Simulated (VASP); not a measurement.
# TiSi2: structure and properties in VASP, part 4 of 5

Aim: relax TiSi2, then compute properties on the relaxed cell. The start is a cell from a database of measured crystal structures.

VASP 6.6.1; PBEsol; plane waves and PAW (Ti_sv, Si).

So far. Step 5 (Bands along the symmetry lines (PBEsol)): Of the bands kept, 4 cross the Fermi level on this path. Step 6 (Density of states (PBEsol)): The finer mesh and the other smearing move the Fermi level by -0.02 eV from the 7×7×7 run, a small shift, which tests the Fermi level alone. Of the states within 0.3 eV of the Fermi level, the largest shares in the PAW spheres are Ti d 51 % and Si p 10 %. The rest lies in smaller channels or between the spheres.

### 7. Independent-particle dielectric function (PBEsol)

LOPTICS sums transitions from filled to empty bands. NBANDS is raised for it.

The input, INCAR:

```
SYSTEM = TiSi2
PREC = Accurate
ENCUT = 400
EDIFF = 1E-06
NELM = 100
ISMEAR = 0
SIGMA = 0.05
LREAL = .FALSE.
ALGO = Normal
GGA = PS
NBANDS = 68
LASPH = .TRUE.
LORBIT = 11
LWAVE = .FALSE.
LCHARG = .FALSE.
KPAR = 4
LOPTICS = .TRUE.
NEDOS = 1500
CSHIFT = 0.1
```

The input, POSCAR:

```
TiSi2
1.0
    0.0000000000      4.0792144911      4.2552661240
    2.3804257403      0.0000000000      4.2552661240
    2.3804257403      4.0792144911      0.0000000000
Ti Si
2 4
Direct
    0.7500000000      0.7500000000      0.7500000000
    0.5000000000      0.5000000000      0.5000000000
    0.0865699639      0.4134300361      0.0865699639
    0.4134300361      0.0865699639      0.4134300361
    0.1634300361      0.8365699639      0.1634300361
    0.8365699639      0.1634300361      0.8365699639
```

The input, KPOINTS:

```
Automatic mesh
0
Gamma
11 11 11
0 0 0
```

Potentials, in the order of the species: Ti_sv and Si (PBE family, release 64).

Command:

```bash
$ mpirun -np 4 vasp_std
```

What it wrote:

```text
[... set-up lines as in an earlier step ...]
 entering main loop
       N       E                     dE             d eps       ncg     rms          rms(c)
DAV:   1     0.334122053332E+03    0.33412E+03   -0.11971E+04 29408   0.525E+02
DAV:   2    -0.702156942338E+01   -0.34114E+03   -0.31674E+03 29848   0.180E+02
DAV:   3    -0.449597148916E+02   -0.37938E+02   -0.36373E+02 37640   0.579E+01
DAV:   4    -0.472924903119E+02   -0.23328E+01   -0.22884E+01 39152   0.127E+01
DAV:   5    -0.473840332321E+02   -0.91543E-01   -0.91478E-01 34172   0.226E+00    0.196E+01
DAV:   6    -0.444028295981E+02    0.29812E+01   -0.63100E+00 34544   0.174E+01    0.701E+00
DAV:   7    -0.437711563409E+02    0.63167E+00   -0.13293E+00 35836   0.718E+00    0.544E+00
DAV:   8    -0.436942360229E+02    0.76920E-01   -0.22512E-01 38496   0.293E+00    0.156E+00
DAV:   9    -0.436731896321E+02    0.21046E-01   -0.87895E-02 35224   0.194E+00    0.729E-01
DAV:  10    -0.436700627554E+02    0.31269E-02   -0.10876E-02 34672   0.551E-01    0.161E-01
DAV:  11    -0.436697850061E+02    0.27775E-03   -0.14822E-03 35968   0.161E-01    0.742E-02
DAV:  12    -0.436697981884E+02   -0.13182E-04   -0.52506E-05 34400   0.243E-02    0.316E-02
DAV:  13    -0.436698006059E+02   -0.24176E-05   -0.38536E-06 37500   0.934E-03    0.900E-03
DAV:  14    -0.436698001213E+02    0.48469E-06   -0.25637E-06 32464   0.947E-03
   1 F= -.43669800E+02 E0= -.43668315E+02  d E =-.296999E-02
 optical routines
 imaginary and real dielectric function
 recalculating local potential from charge density
 direction            1
 direction            2
 direction            3
```

It took 1.9 min on 4 MPI ranks of Intel Xeon 6975P-C (Granite Rapids), shared host; peak memory 4.5 GiB; 7.7 min of CPU time.

From OUTCAR (step 7):

```text
   k-points           NKPTS =    216   k-points in BZ     NKDIM =    216   number of bands    NBANDS=     68

   NELECT =      40.0000    total number of electrons

 E-fermi :  10.2824

 k-point     1 :       0.0000    0.0000    0.0000
  band No.  band energies     occupation
    ...
     17       7.9739      2.00000
     18       8.2698      2.00000
     19       8.5219      2.00000
     20       8.9298      2.00000
     21       9.3503      2.00000
     22      12.3720      0.00000
     23      13.4648      0.00000
     24      13.7244      0.00000
     25      13.7526      0.00000
     26      13.8418      0.00000
    ...

  Total       -0.2271891      0.2734511     -0.1219144      0.0000000      0.0000000      0.0000000
  in kB       -4.4046383      5.3015437     -2.3636205      0.0000000      0.0000000      0.0000000
  external PRESSURE =      -0.4889051 kB  Pullay stress =       0.0000000 kB

 POSITION                                       TOTAL-FORCE (eV/Angst)
 -----------------------------------------------------------------------------------
      3.57064      6.11882      6.38290        -0.000000      0.000000     -0.000000
      2.38043      4.07921      4.25527         0.000000      0.000000     -0.000000
      1.19021      0.70627      2.12763         0.000000      0.004083      0.000000
      1.19021      3.37294      2.12763         0.000000     -0.004083      0.000000
      2.38043      1.33333      4.25527        -0.000000     -0.004083     -0.000000
      2.38043      6.82510      4.25527        -0.000000      0.004083     -0.000000
 -----------------------------------------------------------------------------------
    total drift:                               -0.000000     -0.000000      0.000000

  FREE ENERGIE OF THE ION-ELECTRON SYSTEM (eV)
  ---------------------------------------------------
  free  energy   TOTEN  =       -43.6698001213 eV

  energy  without entropy=      -43.6668301351  energy(sigma->0) =      -43.66831513

 plasma frequency squared (from intraband transitions) (eV^2)
  --------------------------------------------------------------------------------------
      30.790       0.000       0.000
       0.000      32.259       0.000
       0.000       0.000      39.427

[... 8 parts as in an earlier step ...]

[... 8 further parts left out ...]
```

These are independent-particle spectra without excitons or local fields, and fine structure depends on the mesh and on CSHIFT. The intraband (Drude) part is not in this spectrum.

This step gave:

```yaml
scf_cycles: 14
bands: 68
energy_at_zero_smearing: -43.67 eV
fermi_energy: 10.28 eV
pressure: -0.04889 GPa
```

The imaginary dielectric function has structure finer than the step of the table below, so its rows give means over 0.5 eV, whole bins alone (the curve runs from 0 to 25.0 eV). Peaks (eV: height): xx 0.14: 46.3, 1.36: 24.4, 4.97: 22.6; yy 0.20: 26.4, 2.18: 22.0, 4.97: 23.4; zz 0.14: 16.3, 1.16: 26.5, 3.47: 25.5.

The imaginary dielectric function by photon energy; means over each step:

```csv
photon energy (eV),xx,yy,zz
0.5,20.7,22.5,18.4
1.0,14.8,22.8,25.2
1.5,22.0,20.1,23.0
2.0,18.3,20.3,19.6
2.5,16.5,18.8,18.0
3.0,19.6,15.7,20.1
3.5,19.6,14.3,24.9
4.0,19.6,16.2,23.5
4.5,20.8,19.8,20.6
5.0,22.2,22.4,19.4
5.5,18.5,18.9,16.5
6.0,15.2,15.7,13.1
6.5,9.99,10.2,10.4
7.0,6.89,6.66,6.88
7.5,5.23,4.66,4.60
8.0,3.70,3.60,3.35
8.5,2.66,2.71,2.53
9.0,2.20,2.01,1.94
9.5,1.65,1.61,1.56
10.0,1.18,1.26,1.25
10.5,0.954,1.12,1.12
11.0,0.767,0.967,0.921
11.5,0.673,0.812,0.814
12.0,0.508,0.625,0.620
12.5,0.442,0.502,0.537
13.0,0.376,0.459,0.446
13.5,0.314,0.405,0.392
14.0,0.269,0.358,0.331
14.5,0.246,0.301,0.286
15.0,0.217,0.250,0.242
15.5,0.195,0.222,0.207
16.0,0.167,0.190,0.175
16.5,0.150,0.162,0.160
17.0,0.138,0.149,0.150
17.5,0.121,0.135,0.138
18.0,0.101,0.116,0.125
18.5,0.0908,0.105,0.118
19.0,0.0864,0.0962,0.104
19.5,0.0839,0.0915,0.107
20.0,0.0824,0.0908,0.108
20.5,0.0800,0.0829,0.102
21.0,0.0797,0.0787,0.0976
21.5,0.0767,0.0756,0.0888
22.0,0.0762,0.0719,0.0809
22.5,0.0695,0.0734,0.0779
23.0,0.0673,0.0741,0.0714
23.5,0.0698,0.0758,0.0703
24.0,0.0671,0.0746,0.0678
24.5,0.0689,0.0705,0.0664
```

Table of real dielectric function by photon energy:

```csv
photon energy (eV),xx,yy,zz
0,113,73.3,63.7
1,26.1,22.0,28.6
2,14.7,15.9,14.7
3,13.0,7.84,14.3
4,6.91,8.51,2.08
5,-0.665,-0.425,-3.79
6,-8.77,-8.89,-7.54
7,-8.16,-8.67,-9.02
8,-6.67,-6.13,-6.43
9,-4.71,-4.41,-4.50
10,-3.52,-3.13,-3.28
11,-2.54,-2.38,-2.45
12,-1.91,-1.89,-1.92
13,-1.37,-1.31,-1.41
14,-0.975,-0.975,-1.03
15,-0.668,-0.674,-0.718
16,-0.444,-0.432,-0.465
17,-0.243,-0.230,-0.253
18,-0.0814,-0.0658,-0.0892
19,0.0703,0.0741,0.0492
20,0.186,0.194,0.163
21,0.284,0.295,0.256
22,0.366,0.383,0.339
23,0.446,0.458,0.418
24,0.513,0.518,0.484
```

### 8. Volume scan with PBEsol, volume scale 0.94

An equation of state needs energies on both sides of the minimum, all on one mesh and cutoff.

INCAR, as its differences from that of step 7:

```diff
@@ -10,3 +10,3 @@
 GGA = PS
-NBANDS = 68
+NBANDS = 26
 LASPH = .TRUE.
@@ -16,4 +16,2 @@
 KPAR = 4
-LOPTICS = .TRUE.
-NEDOS = 1500
-CSHIFT = 0.1
+ISIF = 2
```

POSCAR, as its differences from that of step 7:

```diff
@@ -2,5 +2,5 @@
 1.0
-    0.0000000000      4.0792144911      4.2552661240
-    2.3804257403      0.0000000000      4.2552661240
-    2.3804257403      4.0792144911      0.0000000000
+    0.0000000000      3.9959418500      4.1683995840
+    2.3318319880      0.0000000000      4.1683995840
+    2.3318319880      3.9959418500      0.0000000000
 Ti Si
```

The input, KPOINTS:

```
Automatic mesh
0
Gamma
7 7 7
0 0 0
```

Command:

```bash
$ mpirun -np 4 vasp_std
```

What it wrote:

```text
[... set-up lines as in an earlier step ...]
 entering main loop
       N       E                     dE             d eps       ncg     rms          rms(c)
DAV:   1     0.349831825348E+03    0.34983E+03   -0.16584E+04  3328   0.139E+03
DAV:   2    -0.191618759939E+01   -0.35175E+03   -0.34574E+03  3348   0.423E+02
DAV:   3    -0.441360765404E+02   -0.42220E+02   -0.41478E+02  6036   0.123E+02
DAV:   4    -0.467686126959E+02   -0.26325E+01   -0.26251E+01  4398   0.290E+01
DAV:   5    -0.469281756358E+02   -0.15956E+00   -0.15953E+00  5390   0.626E+00    0.214E+01
DAV:   6    -0.439817536593E+02    0.29464E+01   -0.33227E+01  4760   0.446E+01    0.723E+00
DAV:   7    -0.435648550457E+02    0.41690E+00   -0.56708E+00  4454   0.181E+01    0.587E+00
DAV:   8    -0.434954946783E+02    0.69360E-01   -0.59365E-01  4814   0.633E+00    0.948E-01
DAV:   9    -0.434916576257E+02    0.38371E-02   -0.88055E-02  4668   0.258E+00    0.522E-01
DAV:  10    -0.434922723710E+02   -0.61475E-03   -0.32555E-03  4514   0.455E-01    0.204E-01
DAV:  11    -0.434922876812E+02   -0.15310E-04   -0.18595E-03  5208   0.336E-01    0.115E-01
DAV:  12    -0.434922648611E+02    0.22820E-04   -0.53119E-04  4764   0.192E-01    0.211E-02
DAV:  13    -0.434922603665E+02    0.44946E-05   -0.42003E-05  4530   0.599E-02    0.130E-02
DAV:  14    -0.434922599645E+02    0.40200E-06   -0.21806E-06  3452   0.123E-02
   1 F= -.43492260E+02 E0= -.43490610E+02  d E =-.329914E-02
```

Elapsed: 15 s, on 4 MPI ranks; peak memory 0.87 GiB; 56 s of CPU time.

OUTCAR, selected parts (step 8):

```text
   ENCUT  =  400.0 eV  29.40 Ry    5.42 a.u.   9.42  7.79  7.54*2*pi/ulx,y,z

   NELECT =      40.0000    total number of electrons

 E-fermi :  11.0528

 k-point     1 :       0.0000    0.0000    0.0000
  band No.  band energies     occupation
    ...
     17       8.6256      2.00000
     18       9.0302      2.00000
     19       9.2722      2.00000
     20       9.6741      2.00000
     21      10.0423      2.00000
     22      13.3145      0.00000
     23      14.4709      0.00000
     24      14.7286      0.00000
     25      14.9868      0.00000
     26      14.9994      0.00000

  Total        5.1789757      4.5154777      6.1656426      0.0000000      0.0000000      0.0000000
  in kB      106.8165885     93.1319152    127.1666345      0.0000000      0.0000000      0.0000000
  external PRESSURE =     109.0383794 kB  Pullay stress =       0.0000000 kB

 POSITION                                       TOTAL-FORCE (eV/Angst)
 -----------------------------------------------------------------------------------
      3.49775      5.99391      6.25260         0.000000     -0.000000     -0.000000
      2.33183      3.99594      4.16840        -0.000000     -0.000000      0.000000
      1.16592      0.69186      2.08420        -0.000000     -0.040895      0.000000
      1.16592      3.30408      2.08420        -0.000000      0.040895      0.000000
      2.33183      1.30611      4.16840         0.000000      0.040895      0.000000
      2.33183      6.68577      4.16840         0.000000     -0.040895      0.000000
 -----------------------------------------------------------------------------------
    total drift:                               -0.000000     -0.000000      0.000000

  FREE ENERGIE OF THE ION-ELECTRON SYSTEM (eV)
  ---------------------------------------------------
  free  energy   TOTEN  =       -43.4922599645 eV

  energy  without entropy=      -43.4889608243  energy(sigma->0) =      -43.49061039

[... 3 parts as in an earlier step ...]

[... 13 further parts left out ...]
```

The scan keeps the cell's shape and the fractional positions fixed.

This step gave:

| Item | Value |
| --- | --- |
| bands | 26 |
| irreducible k-points | 64 |
| free energy (TOTEN) | -43.49 eV |
| energy at zero smearing | -43.49 eV |
| Fermi energy | 11.05 eV |
| pressure | 10.90 GPa |

The pressure here is 10.90 GPa.

### 9. Volume scan with PBEsol, volume scale 0.96

INCAR is that of step 8.

POSCAR, as its differences from that of step 8:

```diff
@@ -2,5 +2,5 @@
 1.0
-    0.0000000000      3.9959418500      4.1683995840
-    2.3318319880      0.0000000000      4.1683995840
-    2.3318319880      3.9959418500      0.0000000000
+    0.0000000000      4.0240832127      4.1977554778
+    2.3482538811      0.0000000000      4.1977554778
+    2.3482538811      4.0240832127      0.0000000000
 Ti Si
```

KPOINTS is that of step 8.

Command:

```bash
$ mpirun -np 4 vasp_std
```

What it wrote:

```text
[... set-up lines as in an earlier step ...]
 entering main loop
       N       E                     dE             d eps       ncg     rms          rms(c)
DAV:   1     0.348892663511E+03    0.34889E+03   -0.16682E+04  3328   0.139E+03
DAV:   2    -0.200519179777E+01   -0.35090E+03   -0.34486E+03  3334   0.423E+02
DAV:   3    -0.441037744762E+02   -0.42099E+02   -0.41308E+02  5864   0.123E+02
DAV:   4    -0.469529962580E+02   -0.28492E+01   -0.28403E+01  4512   0.299E+01
DAV:   5    -0.471152133529E+02   -0.16222E+00   -0.16219E+00  5288   0.623E+00    0.207E+01
DAV:   6    -0.441254089454E+02    0.29898E+01   -0.34981E+01  4764   0.449E+01    0.713E+00
DAV:   7    -0.436641137680E+02    0.46130E+00   -0.62152E+00  4432   0.187E+01    0.566E+00
DAV:   8    -0.435912841884E+02    0.72830E-01   -0.63973E-01  4688   0.650E+00    0.958E-01
DAV:   9    -0.435865874517E+02    0.46967E-02   -0.93215E-02  4696   0.265E+00    0.515E-01
DAV:  10    -0.435871550511E+02   -0.56760E-03   -0.34454E-03  4426   0.477E-01    0.193E-01
DAV:  11    -0.435871499919E+02    0.50592E-05   -0.20321E-03  5292   0.348E-01    0.116E-01
DAV:  12    -0.435871234533E+02    0.26539E-04   -0.55381E-04  4764   0.193E-01    0.168E-02
DAV:  13    -0.435871197318E+02    0.37215E-05   -0.37267E-05  4540   0.560E-02    0.135E-02
DAV:  14    -0.435871192718E+02    0.46006E-06   -0.22277E-06  3468   0.124E-02
   1 F= -.43587119E+02 E0= -.43585448E+02  d E =-.334313E-02
```

Run time: 15 s. Hardware: 4 MPI ranks; peak memory 0.87 GiB.

OUTCAR, selected parts (step 9):

```text
   ENCUT  =  400.0 eV  29.40 Ry    5.42 a.u.   9.48  7.84  7.60*2*pi/ulx,y,z

   NELECT =      40.0000    total number of electrons

 E-fermi :  10.7875

 k-point     1 :       0.0000    0.0000    0.0000
  band No.  band energies     occupation
    ...
     17       8.4006      2.00000
     18       8.7654      2.00000
     19       9.0117      2.00000
     20       9.4165      2.00000
     21       9.8045      2.00000
     22      12.9906      0.00000
     23      14.1277      0.00000
     24      14.3851      0.00000
     25      14.5670      0.00000
     26      14.6566      0.00000

  Total        3.3340798      2.8998387      3.9801536      0.0000000      0.0000000      0.0000000
  in kB       67.3329188     58.5632663     80.3806077      0.0000000      0.0000000      0.0000000
  external PRESSURE =      68.7589310 kB  Pullay stress =       0.0000000 kB

 POSITION                                       TOTAL-FORCE (eV/Angst)
 -----------------------------------------------------------------------------------
      3.52238      6.03612      6.29663        -0.000000     -0.000000     -0.000000
      2.34825      4.02408      4.19776         0.000000      0.000000      0.000000
      1.17413      0.69673      2.09888        -0.000000     -0.028801      0.000000
      1.17413      3.32735      2.09888        -0.000000      0.028801      0.000000
      2.34825      1.31531      4.19776        -0.000000      0.028801     -0.000000
      2.34825      6.73285      4.19776        -0.000000     -0.028801     -0.000000
 -----------------------------------------------------------------------------------
    total drift:                               -0.000000     -0.000000      0.000000

  FREE ENERGIE OF THE ION-ELECTRON SYSTEM (eV)
  ---------------------------------------------------
  free  energy   TOTEN  =       -43.5871192718 eV

  energy  without entropy=      -43.5837761390  energy(sigma->0) =      -43.58544771

[... 4 parts as in an earlier step ...]

[... 12 further parts left out ...]
```

Numbers from this step:

```
free energy (TOTEN)     : -43.59 eV
energy at zero smearing : -43.59 eV
Fermi energy            : 10.79 eV
pressure                : 6.876 GPa
```

The pressure falls from 10.90 to 6.88 GPa.

The run ends at a pressure of 6.88 GPa, with forces up to 0.029 eV/Å.

### 10. Volume scan with PBEsol, volume scale 0.98

INCAR is that of step 9.

POSCAR, as its differences from that of step 9:

```diff
@@ -2,5 +2,5 @@
 1.0
-    0.0000000000      4.0240832127      4.1977554778
-    2.3482538811      0.0000000000      4.1977554778
-    2.3482538811      4.0240832127      0.0000000000
+    0.0000000000      4.0518363877      4.2267064304
+    2.3644492472      0.0000000000      4.2267064304
+    2.3644492472      4.0518363877      0.0000000000
 Ti Si
```

KPOINTS is that of step 9.

Command:

```bash
$ mpirun -np 4 vasp_std
```

What it wrote:

```text
[... set-up lines as in an earlier step ...]
 entering main loop
       N       E                     dE             d eps       ncg     rms          rms(c)
DAV:   1     0.345752762128E+03    0.34575E+03   -0.16618E+04  3328   0.138E+03
DAV:   2    -0.288104722160E+01   -0.34863E+03   -0.34268E+03  3340   0.421E+02
DAV:   3    -0.442787090420E+02   -0.41398E+02   -0.40723E+02  5990   0.122E+02
DAV:   4    -0.470894257158E+02   -0.28107E+01   -0.28023E+01  4512   0.293E+01
[...]
DAV:  12    -0.436424633418E+02    0.34095E-04   -0.65573E-04  4788   0.206E-01    0.173E-02
DAV:  13    -0.436424593673E+02    0.39745E-05   -0.43125E-05  4620   0.593E-02    0.143E-02
DAV:  14    -0.436424587061E+02    0.66121E-06   -0.25326E-06  3582   0.130E-02
   1 F= -.43642459E+02 E0= -.43640774E+02  d E =-.336955E-02
```

Run time: 19 s. Hardware: 4 MPI ranks; peak memory 0.9 GiB.

Parts of OUTCAR (step 10):

```text
  Total        1.6074949      1.3882065      1.9298657      0.0000000      0.0000000      0.0000000
  in kB       31.8013980     27.4631717     38.1789248      0.0000000      0.0000000      0.0000000
  external PRESSURE =      32.4811648 kB  Pullay stress =       0.0000000 kB

 POSITION                                       TOTAL-FORCE (eV/Angst)
 -----------------------------------------------------------------------------------
      3.54667      6.07775      6.34006        -0.000000     -0.000000      0.000000
      2.36445      4.05184      4.22671         0.000000     -0.000000     -0.000000
      1.18222      0.70153      2.11335         0.000000     -0.017921     -0.000000
      1.18222      3.35030      2.11335         0.000000      0.017921     -0.000000
      2.36445      1.32438      4.22671         0.000000      0.017921      0.000000
      2.36445      6.77929      4.22671         0.000000     -0.017921      0.000000
 -----------------------------------------------------------------------------------
    total drift:                               -0.000000     -0.000000      0.000000

  FREE ENERGIE OF THE ION-ELECTRON SYSTEM (eV)
  ---------------------------------------------------
  free  energy   TOTEN  =       -43.6424587061 eV

  energy  without entropy=      -43.6390891588  energy(sigma->0) =      -43.64077393

[... 1 part as in an earlier step ...]

[... 2 further parts left out ...]
[key lines of the parts left out:]
E-fermi :  10.5310
```

The pressure falls from 6.88 to 3.25 GPa.

The run ends at a pressure of 3.25 GPa, with forces up to 0.018 eV/Å.

### 11. Volume scan with PBEsol, volume scale 1

INCAR is that of step 10.

POSCAR, as its differences from that of step 10:

```diff
@@ -2,5 +2,5 @@
 1.0
-    0.0000000000      4.0518363877      4.2267064304
-    2.3644492472      0.0000000000      4.2267064304
-    2.3644492472      4.0518363877      0.0000000000
+    0.0000000000      4.0792144911      4.2552661240
+    2.3804257403      0.0000000000      4.2552661240
+    2.3804257403      4.0792144911      0.0000000000
 Ti Si
```

KPOINTS is that of step 10.

Command:

```bash
$ mpirun -np 4 vasp_std
```

What it wrote:

```text
[... set-up lines as in an earlier step ...]
 entering main loop
       N       E                     dE             d eps       ncg     rms          rms(c)
[... 14 cycles as in an earlier step ...]
   1 F= -.43662110E+02 E0= -.43660418E+02  d E =-.338313E-02
```

Elapsed: 22 s, on 4 MPI ranks; peak memory 0.94 GiB; 73 s of CPU time.

Parts of OUTCAR (step 11):

```text
[... 6 parts as in an earlier step ...]

[... 1 further part left out ...]
[key lines of the parts left out:]
E-fermi :  10.2829
```

The pressure falls from 3.25 to -0.01 GPa.

The run ends at a pressure of -0.01 GPa, with forces up to 0.0084 eV/Å.

[end of part 4 of 5]

[Lines on the potential files, build, host, timing and source positions are cut from VASP's logs without a mark.]

[Logs are printed without paths, hosts, clocks, repeated set-up lines and the standing remarks that a program may print on its own settings, such as how far it seeks lower states.]

[Hosts, paths, dates, database ids (printed as entryN), source tags and the programs' standing remarks are cut or masked in the printed files.]

[A measured line is paired with the nearest computed mode of its activity, which favours agreement.]
